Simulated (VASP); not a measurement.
```
KF
1.0
    0.00000     2.72850     2.72850
    2.72850     0.00000     2.72850
    2.72850     2.72850     0.00000
K F
1 1
Cartesian
  0.00000   0.00000   0.00000
  2.72850   2.72850   2.72850
```

The base run (VASP): PBE GGA, plane waves, VASP's PBE PAW potentials (set 64). Run with 520 eV cut-off, 8×8×8 Γ-centred mesh, Gaussian smearing of 0.050 eV, potentials K_sv F.

One setting is varied; ΔE counts from the base run. The base run took about 30 core-seconds. Times come from single runs on busy shared machines, so they are rough: good to a factor of about 2.

Pressures at a finite cut-off, here 520 eV, hold a Pulay part, which wasn't tested here.

```tsv
setting	cost over the base run	electronic steps	ΔE (meV/atom)	pressure (GPa)
SYMPREC = 1E-3	within a factor of 2	13	0.0	-0.53
ISYM = 1	within a factor of 2	13	0.0	-0.53
base run	reference	13	0.0	-0.53
ISYM = 0	about 6 times	13	0.0	-0.53
ISYM = -1	…	13	0.0	-0.53
```

### Question
Fill in the missing entries.

### Answer

- ISYM = -1, cost over the base run: about 10 times

Left out are runs that failed, have no time on record or changed the cell.

The compound is KF in the rock salt structure. The cell was not relaxed at this level.
